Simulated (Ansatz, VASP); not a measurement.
# Re (Rhenium) in two plane-wave programs, part 2 of 2

Wanted: the spread between two codes on one cell, functional and k mesh. Of the first pair: The cell is taken from a series of runs on this material, whose earlier steps may have relaxed, scaled, displaced or heated it; both programs get it as it stands.

VASP 6.6.1 and Ansatz 0.2.0.

So far: The starting structure; Ansatz: relaxation of cell and atoms, LDA; VASP: relaxation of cell and atoms, LDA; Differences; Ansatz: relaxation, LDA.

### Step 6. VASP: single point, LDA, pair 2

Level of this step: LDA; plane waves and PAW (Re) (VASP).

The same cell, functional (in two slightly different forms), mesh and smearing now go to VASP, with its own data sets.

Input file INCAR:

```
SYSTEM = Re
PREC = Accurate
ENCUT = 600
EDIFF = 1E-06
NELM = 120
ISMEAR = 1
SIGMA = 0.2
LREAL = .FALSE.
ALGO = Normal
GGA = CA
NBANDS = 13
LASPH = .TRUE.
LORBIT = 11
LWAVE = .FALSE.
LCHARG = .FALSE.
ISIF = 2
GGA_COMPAT = .FALSE.
KPAR = 2
```

Input file POSCAR:

```
Re
1.0
    2.6280442768      0.0000000000      0.0000000000
   -1.3140221384      2.2759531060      0.0000000000
    0.0000000000      0.0000000000      4.5315482493
Re
2
Direct
    0.3333333333      0.6666666667      0.2500000000
    0.6666666667      0.3333333333      0.7500000000
```

Input file KPOINTS:

```
Automatic mesh
0
Gamma
18 18 12
0 0 0
```

PAW data sets: Re (LDA family, release 64).

Started as:

```
$ mpirun -np 2 vasp_std
```

Numbers of over 12 decimals in the logs are rounded to 6 here.

The log of the run:

```text
[... set-up lines as in an earlier step ...]
 entering main loop
       N       E                     dE             d eps       ncg     rms          rms(c)
DAV:   1     0.130183186265E+03    0.13018E+03   -0.64476E+03  7312   0.126E+03
DAV:   2    -0.192637578323E+02   -0.14945E+03   -0.13231E+03 10488   0.460E+02
DAV:   3    -0.283800149133E+02   -0.91163E+01   -0.78882E+01 11223   0.152E+02
DAV:   4    -0.285794663170E+02   -0.19945E+00   -0.19383E+00 11056   0.132E+01
[...]
DAV:   9    -0.272363113849E+02    0.11935E-02   -0.60583E-04  9962   0.255E-01    0.428E-02
DAV:  10    -0.272363244541E+02   -0.13069E-04   -0.45249E-05 11051   0.609E-02    0.245E-02
DAV:  11    -0.272363243626E+02    0.91482E-07   -0.37133E-07  6302   0.125E-02
   1 F= -.27236324E+02 E0= -.27236265E+02  d E =-.178635E-03
```

OUTCAR, selected parts (step 6):

```text
  Total        7.4341072      7.4341072      0.4407389      0.0000000      0.0000000      0.0000000
  in kB      439.4371841    439.4371841     26.0524993      0.0000000      0.0000000      0.0000000
  external PRESSURE =     301.6422892 kB  Pullay stress =       0.0000000 kB

 POSITION                                       TOTAL-FORCE (eV/Angst)
 -----------------------------------------------------------------------------------
     -0.00000      1.51730      1.13289        -0.000000      0.000000      0.000000
      1.31402      0.75865      3.39866         0.000000     -0.000000      0.000000
 -----------------------------------------------------------------------------------
    total drift:                                0.000000     -0.000000     -0.000000

  FREE ENERGIE OF THE ION-ELECTRON SYSTEM (eV)
  ---------------------------------------------------
  free  energy   TOTEN  =       -27.2363243626 eV

  energy  without entropy=      -27.2361457277  energy(sigma->0) =      -27.23626482

[... 1 part as in an earlier step ...]

[... 2 further parts left out ...]
[key lines of the parts left out:]
E-fermi :   9.0413
```

The run ends at a pressure of 30.16 GPa.

### Step 7. Comparison

What differs besides the data sets and the points named for the pairs above, as far as they apply: the data sets hold 30 valence electrons in Ansatz (on its PAW soft_1 files) and 14 in VASP; Ansatz's pressure holds a Pulay correction, VASP's none. Total energies have different zeros and are not compared.

Compared:

| quantity | Ansatz | VASP | difference |
| --- | --- | --- | --- |
| pressure (GPa) | 27.61 | 30.16 | -2.56 |

### Step 8. Ansatz: relaxation, LDA

This run makes the geometry at which the two programs are then compared. The cell compared in this pair holds 27.49 Å³, against 27.10 Å³ for the pair before.

The structure compared here is the end of the Ansatz relaxation.

Input file input.yaml:

```yaml
crystal:
  lattice:
    - [2.655419738, 0.0, 0.0]
    - [-1.327709869, 2.2996609508, 0.0]
    - [0.0, 0.0, 4.4723179205]
  atoms:
    - { symbol: Re, position: [0.3333333333, 0.6666666667, 0.25] }
    - { symbol: Re, position: [0.6666666667, 0.3333333333, 0.75] }
kpoints:
  mp_grid: { grid: [18, 18, 12] }
hamiltonian:
  xc: lda
  pseudopotentials: { kind: paw, azcp: { folder: soft_1 }, xc_functional: pbe }
scf:
  occupations: { method: methfessel_paxton, width: 0.2 }
output:
  forces: true
  stress: true
  eigenvalues: true
relax:
  adjacent_minimum: "off"
  f_tol: 0.001
  max_steps: 60
  cell: { stress_tol: 0.01, fix: [a, b, gamma] }
```

Started as:

```
$ ansatz run input.yaml --threads 4 --pin off --max-ram 10240MiB --backend cpu --events-out ev --progress --plain --runs-dir out
```

The log of the run:

```text
[...]
Crystal: 2 atoms, lattice volume = 27.311 Å³
Basis set: ecut = 420 eV, 549 PW (Γ)
Bands: 19, of which v1, the nominal top of the filled ones, is band 15 counted from 1 (14 counted from 0)
Symmetry: 24 space group operations
[...]
k-points: 259 of 3888
[...]
k-point 258: bands = [... 11 lower, 21.6552, 23.4328, 23.4328, 25.5205, 25.5205, 29.4604, 29.4604, 36.1249]
--- Relaxed structure (4 steps of the walk, 3 accepted, 1 SCFs on fresh bases) ---
[...]
cell:  # Å, volume = 27.4851 Å³
    - [2.655420, 0, 0.0]
    - [-1.327710, 2.299661, 2.7202548926423633e-19]
    - [0.0, 5.2902775517455195e-19, 4.500908]
  atoms:
    - { symbol: Re, position: [0.333333, 0.666667, 0.25] }
    - { symbol: Re, position: [0.666667, 0.333333, 0.750000] }
[key lines of the parts left out:]
SCF converged after 5 iterations
Free energy (F): -21217.012495 eV
Fermi energy:    25.717284 eV
P = ⅓ Tr σ = 19.6736 GPa (196.736 kbar)
```

### Step 9. VASP: single point, LDA, pair 3

The same cell, functional (in two slightly different forms), mesh and smearing now go to VASP, with its own data sets.

INCAR is that of step 6.

Input file POSCAR:

```
Re
1.0
    2.6554197380      0.0000000000      0.0000000000
   -1.3277098690      2.2996609508      0.0000000000
    0.0000000000      0.0000000000      4.5009082709
Re
2
Direct
    0.3333333333      0.6666666667      0.2500000000
    0.6666666667      0.3333333333      0.7500000000
```

KPOINTS is that of step 6.

Started as:

```
$ mpirun -np 2 vasp_std
```

The log of the run:

```text
[... set-up lines as in an earlier step ...]
 entering main loop
       N       E                     dE             d eps       ncg     rms          rms(c)
DAV:   1     0.134278450045E+03    0.13428E+03   -0.63620E+03  7301   0.124E+03
DAV:   2    -0.191829070542E+02   -0.15346E+03   -0.13596E+03 10476   0.472E+02
DAV:   3    -0.285347077578E+02   -0.93518E+01   -0.81263E+01 11220   0.154E+02
DAV:   4    -0.287344903895E+02   -0.19978E+00   -0.19672E+00 10972   0.133E+01
[...]
DAV:   9    -0.273669610494E+02    0.12049E-02   -0.55627E-04  9906   0.237E-01    0.434E-02
DAV:  10    -0.273669731015E+02   -0.12052E-04   -0.47110E-05 11054   0.625E-02    0.249E-02
DAV:  11    -0.273669727339E+02    0.36757E-06   -0.36694E-07  6309   0.128E-02
   1 F= -.27366973E+02 E0= -.27367043E+02  d E =0.210618E-03
```

From OUTCAR (step 9):

```text
  Total        5.4548621      5.4548621      0.3961381      0.0000000      0.0000000      0.0000000
  in kB      317.9780999    317.9780999     23.0919221      0.0000000      0.0000000      0.0000000
  external PRESSURE =     219.6827073 kB  Pullay stress =       0.0000000 kB

 POSITION                                       TOTAL-FORCE (eV/Angst)
 -----------------------------------------------------------------------------------
     -0.00000      1.53311      1.12523        -0.000000      0.000000      0.000000
      1.32771      0.76655      3.37568         0.000000      0.000000      0.000000
 -----------------------------------------------------------------------------------
    total drift:                               -0.000000     -0.000000     -0.000000

  FREE ENERGIE OF THE ION-ELECTRON SYSTEM (eV)
  ---------------------------------------------------
  free  energy   TOTEN  =       -27.3669727339 eV

  energy  without entropy=      -27.3671833519  energy(sigma->0) =      -27.36704294

[... 1 part as in an earlier step ...]

[... 2 further parts left out ...]
[key lines of the parts left out:]
E-fermi :   8.8182
```

The run ends at a pressure of 21.97 GPa.

### Step 10. Comparison

What differs besides the data sets and the points named for the pairs above, as far as they apply: the data sets hold 30 valence electrons in Ansatz (on its PAW soft_1 files) and 14 in VASP. Total energies have different zeros and are not compared.

The two programs side by side:

| quantity | Ansatz | VASP | difference |
| --- | --- | --- | --- |
| pressure (GPa) | 19.67 | 21.97 | -2.29 |

### Step 11. Results

* difference in volume (relaxation of cell and atoms, LDA): -0.38 %
* difference in pressure (single point, LDA, pair 2): -2.6 GPa
* difference in pressure (single point, LDA, pair 3): -2.3 GPa

In words: The difference in pressure is -2.6 GPa (single point, LDA, pair 2), beyond the 1 GPa picked in this series as the mark of a large difference. The data sets hold unlike numbers of valence electrons (30 in Ansatz and 14 in VASP), so part of the differences comes from the potentials. What causes the difference of the single point, LDA, pair 2 pair stays open here. What causes the difference of the single point, LDA, pair 3 pair stays open here. 4 further runs of this series are not shown here. Such differences can come from data sets, numerical settings and the points named under the comparisons, not from the functional's error against experiment.

[Lines on the potential files, build, host, timing and source positions are cut from VASP's logs without a mark.]

[Logs are printed without paths, hosts, clocks, repeated set-up lines and the standing remarks that a program may print on its own settings, such as how far it seeks lower states.]

[Hosts, paths, dates, database ids (printed as entryN), source tags and the programs' standing remarks are cut or masked in the printed files.]
